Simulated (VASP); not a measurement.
These are r2SCAN meta-GGA, VASP's PBE PAW potentials (set 64) (plane waves; VASP) values and carry that method's errors.

The input files of a VASP run:

**KPOINTS**
```
Automatic mesh
0
Gamma
4 4 6
0 0 0
```

### POSCAR
```
PbO2
1
    4.9936779022     0.0000000000     0.0000000000
    0.0000000000     4.9936779022     0.0000000000
    0.0000000000     0.0000000000     3.4168354417
Pb O
2 4
Direct
  1.0000000000   1.0000000000   0.0000000000
  0.5000000000   0.5000000000   0.5000000000
  0.3074101816   0.3074101816   0.0000000000
  0.8074101816   0.1925898184   0.5000000000
  0.1925898184   0.8074101816   0.5000000000
  0.6925898184   0.6925898184   0.0000000000
```

INCAR:
```
# general
SYSTEM  = PbO2
PREC    = Accurate
ENCUT   = 520
LREAL   = .FALSE.   # projection in real space or not
LASPH   = .TRUE.

# electronic loop
EDIFF   = 1E-6
NELM    = 100
ALGO    = Normal
LMAXMIX = 4
LMIXTAU = .TRUE.

# smearing
ISMEAR  = 0   # Gaussian
SIGMA   = 0.05   # width (eV)

# functional
METAGGA = R2SCAN

# ions
IBRION  = 2   # conjugate gradients
NSW     = 60   # most ionic steps
ISIF    = 3   # ions, shape and volume
EDIFFG  = -0.02

# output
LWAVE   = .FALSE.
LCHARG  = .FALSE.
```

POTCAR, in this order: Pb_d O (PBE.64 set). Program: vasp_std.

Output

OSZICAR:
```
       N       E                     dE             d eps       ncg     rms          rms(c)
DAV:   1     0.584829670699E+03    0.58483E+03   -0.26830E+04  1488   0.207E+03
DAV:   2    -0.665659475877E+02   -0.65140E+03   -0.62845E+03  1635   0.563E+02
DAV:   3    -0.159431622221E+03   -0.92866E+02   -0.91304E+02  1923   0.235E+02
DAV:   4    -0.163345167552E+03   -0.39135E+01   -0.38992E+01  1834   0.519E+01
DAV:   5    -0.163495097974E+03   -0.14993E+00   -0.14991E+00  2063   0.947E+00    0.126E+01
DAV:   6    -0.145959731662E+03    0.17535E+02   -0.19554E+01  2223   0.743E+01    0.412E+00
DAV:   7    -0.141119041328E+03    0.48407E+01   -0.24105E+00  1702   0.118E+01    0.265E+00
DAV:   8    -0.148299516132E+03   -0.71805E+01   -0.19843E+00  1891   0.114E+01    0.144E+00
DAV:   9    -0.142122762615E+03    0.61768E+01   -0.75175E-01  1488   0.742E+00    0.581E-01
DAV:  10    -0.142308386191E+03   -0.18562E+00   -0.31262E-01  1698   0.435E+00    0.345E-01
DAV:  11    -0.142265392218E+03    0.42994E-01   -0.19671E-01  1615   0.432E+00    0.188E-01
DAV:  12    -0.142191648238E+03    0.73744E-01   -0.22574E-02  2210   0.198E+00    0.622E-02
DAV:  13    -0.142263307137E+03   -0.71659E-01   -0.34773E-02  1525   0.167E+00    0.739E-02
DAV:  14    -0.142267374181E+03   -0.40670E-02   -0.14247E-03  2010   0.423E-01    0.347E-02
DAV:  15    -0.142267271191E+03    0.10299E-03   -0.17753E-04  1902   0.147E-01    0.220E-02
DAV:  16    -0.142268801907E+03   -0.15307E-02   -0.43363E-04  1544   0.205E-01    0.662E-03
DAV:  17    -0.142269048741E+03   -0.24683E-03   -0.97618E-05  1586   0.944E-02    0.492E-03
DAV:  18    -0.142269049634E+03   -0.89283E-06   -0.23993E-06  1429   0.126E-02
   1 F= -.14226905E+03 E0= -.14226903E+03  d E =-.142269E+03
       N       E                     dE             d eps       ncg     rms          rms(c)
DAV:   1    -0.142270490817E+03   -0.14421E-02   -0.69823E-02  1841   0.365E+00    0.230E-01
DAV:   2    -0.142269299414E+03    0.11914E-02   -0.35808E-03  2106   0.784E-01    0.786E-02
DAV:   3    -0.142269086649E+03    0.21277E-03   -0.61179E-04  2041   0.497E-01    0.155E-02
DAV:   4    -0.142269081789E+03    0.48593E-05   -0.13072E-04  2145   0.184E-01    0.712E-03
DAV:   5    -0.142269102918E+03   -0.21129E-04   -0.14894E-05  1640   0.381E-02    0.577E-03
DAV:   6    -0.142269085333E+03    0.17585E-04   -0.35370E-06  1359   0.178E-02    0.417E-03
DAV:   7    -0.142269106112E+03   -0.20779E-04   -0.64559E-06  1373   0.264E-02    0.228E-03
DAV:   8    -0.142269104708E+03    0.14043E-05   -0.79717E-07  1024   0.847E-03    0.123E-03
DAV:   9    -0.142269105537E+03   -0.82945E-06   -0.55413E-07   982   0.902E-03
   2 F= -.14226911E+03 E0= -.14226908E+03  d E =-.559034E-04
```

File OUTCAR:
```
------------------------ aborting loop because EDIFF is reached ----------------------------------------
  FORCE on cell =-STRESS in cart. coord.  units (eV):
  Direction    XX          YY          ZZ          XY          YZ          ZX
  --------------------------------------------------------------------------------------
  Total        0.0572089      0.0572089      0.1040125      0.0000000      0.0000000      0.0000000
  in kB        1.0777527      1.0777527      1.9594788      0.0000000      0.0000000      0.0000000
  external PRESSURE =       1.3716614 kB  Pullay stress =       0.0000000 kB
  volume of cell :       85.05
      direct lattice vectors                 reciprocal lattice vectors
     4.990455686 -0.000000000  0.000000000     0.200382503  0.000000000  0.000000000
    -0.000000000  4.990455686  0.000000000     0.000000000  0.200382503  0.000000000
     0.000000000  0.000000000  3.414876435     0.000000000  0.000000000  0.292836364
 POSITION                                       TOTAL-FORCE (eV/Angst)
 -----------------------------------------------------------------------------------
      0.00000     -0.00000      0.00000         0.000000      0.000000     -0.000000
      2.49523      2.49523      1.70744         0.000000      0.000000     -0.000000
      1.53342      1.53342      0.00000        -0.006969     -0.006969     -0.000000
      4.02865      0.96181      1.70744        -0.006969      0.006969      0.000000
      0.96181      4.02865      1.70744         0.006969     -0.006969     -0.000000
      3.45704      3.45704      3.41488         0.006969      0.006969      0.000000
 -----------------------------------------------------------------------------------
    total drift:                                0.000000     -0.000000     -0.000000
  FREE ENERGIE OF THE ION-ELECTRON SYSTEM (eV)
  ---------------------------------------------------
  free  energy   TOTEN  =      -142.2691055374 eV

  energy  without entropy=     -142.2690552017  energy(sigma->0) =     -142.26908037

 reached required accuracy - stopping structural energy minimisation
```
(Selected blocks of OUTCAR.)

File CONTCAR:
```
PbO2
   1.00000000000000
     4.9904556863878122   -0.0000000000000000    0.0000000000000000
    -0.0000000000000000    4.9904556863878122    0.0000000000000000
     0.0000000000000000    0.0000000000000000    3.4148764345580660
  Pb              O
     2     4
Direct
     0.0000000000000000    0.0000000000000000    0.0000000000000000
     0.5000000000000000    0.5000000000000000    0.5000000000000000
     0.3072705156347214    0.3072705156347214    0.0000000000000000
     0.8072705156347214    0.1927294843652786    0.5000000000000000
     0.1927294843652786    0.8072705156347214    0.5000000000000000
     0.6927294843652786    0.6927294843652786    1.0000000000000000
```

The compound is PbO2 in the rutile structure. This run relaxes it. Symmetry was kept, so distortions that lower it aren't found. The start is the result of an earlier pass.
